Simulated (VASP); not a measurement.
These are revPBE GGA, VASP's PBE PAW potentials (set 64) (plane waves; VASP) values and carry that method's errors.

VASP ran on this input.

File KPOINTS:
```
Automatic mesh
0
Gamma
14 14 10
0 0 0
```

File POSCAR:
```
TiAl
1.0
  2.8421767753   0.0000000000   0.0000000000
  0.0000000000   2.8421767753   0.0000000000
  0.0000000000   0.0000000000   4.0868777432
Ti Al
1 1
Cartesian
  0.0000000000   0.0000000000   0.0000000000
  1.4210883877   1.4210883877   2.0434388716
```

**INCAR**
```
NELM = 100
LCHARG = T
PREC = Accurate
LWAVE = F
ISMEAR = -5   ! tetrahedra, Bloechl
ALGO = Normal   ! blocked Davidson
LASPH = T   ! aspherical one-centre terms
LORBIT = 11   ! lm-projected
GGA = RE   ! revPBE
ISIF = 2   ! forces and stress, cell fixed
LREAL = F
NEDOS = 601
SYSTEM = TiAl
EDIFF = 1E-7   ! SCF stop (eV)
ENCUT = 520   ! plane-wave cut-off (eV)
LMAXMIX = 4
```

POTCAR, in this order: Ti_sv Al (PBE.64 set). Program: vasp_std.

Output

**OSZICAR**
```
       N       E                     dE             d eps       ncg     rms          rms(c)
DAV:   1     0.890092013014E+02    0.89009E+02   -0.74406E+03  4752   0.138E+03
DAV:   2    -0.752227398669E+01   -0.96531E+02   -0.93985E+02  4791   0.330E+02
DAV:   3    -0.132533559258E+02   -0.57311E+01   -0.55127E+01  7576   0.785E+01
DAV:   4    -0.134644610801E+02   -0.21111E+00   -0.20881E+00  6030   0.129E+01
DAV:   5    -0.134739041426E+02   -0.94431E-02   -0.94204E-02  6939   0.248E+00    0.954E+00
DAV:   6    -0.120402429740E+02    0.14337E+01   -0.13174E+01  5948   0.388E+01    0.354E+00
DAV:   7    -0.118818058418E+02    0.15844E+00   -0.12960E+00  5592   0.121E+01    0.189E+00
DAV:   8    -0.118727081188E+02    0.90977E-02   -0.16285E-01  5386   0.461E+00    0.503E-01
DAV:   9    -0.118705305466E+02    0.21776E-02   -0.21622E-02  5611   0.194E+00    0.226E-01
DAV:  10    -0.118709561499E+02   -0.42560E-03   -0.14579E-03  5998   0.463E-01    0.532E-02
DAV:  11    -0.118709460198E+02    0.10130E-04   -0.29253E-04  5811   0.186E-01    0.448E-02
DAV:  12    -0.118709610913E+02   -0.15072E-04   -0.31599E-05  5680   0.717E-02    0.117E-02
DAV:  13    -0.118709626929E+02   -0.16016E-05   -0.18823E-06  6346   0.137E-02    0.616E-03
DAV:  14    -0.118709627116E+02   -0.18741E-07   -0.34443E-07  4965   0.794E-03
   1 F= -.11870963E+02 E0= -.11870963E+02  d E =0.000000E+00
```

### OUTCAR
```
------------------------ aborting loop because EDIFF is reached ----------------------------------------
  FORCE on cell =-STRESS in cart. coord.  units (eV):
  Direction    XX          YY          ZZ          XY          YZ          ZX
  --------------------------------------------------------------------------------------
  Total       -0.0271833     -0.0271833      0.0761755      0.0000000      0.0000000      0.0000000
  in kB       -1.3192238     -1.3192238      3.6968544      0.0000000      0.0000000      0.0000000
  external PRESSURE =       0.3528023 kB  Pullay stress =       0.0000000 kB
  volume of cell :       33.01
      direct lattice vectors                 reciprocal lattice vectors
     2.842176775  0.000000000  0.000000000     0.351842999  0.000000000  0.000000000
     0.000000000  2.842176775  0.000000000     0.000000000  0.351842999  0.000000000
     0.000000000  0.000000000  4.086877743     0.000000000  0.000000000  0.244685568
 POSITION                                       TOTAL-FORCE (eV/Angst)
 -----------------------------------------------------------------------------------
      0.00000      0.00000      0.00000         0.000000      0.000000      0.000000
      1.42109      1.42109      2.04344         0.000000      0.000000      0.000000
 -----------------------------------------------------------------------------------
    total drift:                                0.000000      0.000000      0.000000
  FREE ENERGIE OF THE ION-ELECTRON SYSTEM (eV)
  ---------------------------------------------------
  free  energy   TOTEN  =       -11.8709627116 eV

  energy  without entropy=      -11.8709627116  energy(sigma->0) =      -11.87096271

 total charge

# of ion       s       p       d       tot
------------------------------------------
    1        2.197   6.113   1.937  10.247
    2        0.411   0.411   0.000   0.822
--------------------------------------------------
tot          2.608   6.524   1.937  11.069
```
(Selected blocks of OUTCAR.)

For a metal the tetrahedron method with Blöchl corrections gives inexact stress and forces.

The compound is TiAl in the L1_0 structure. It was relaxed first. The electron count is odd and the run is not spin-polarised, which forces a metal.
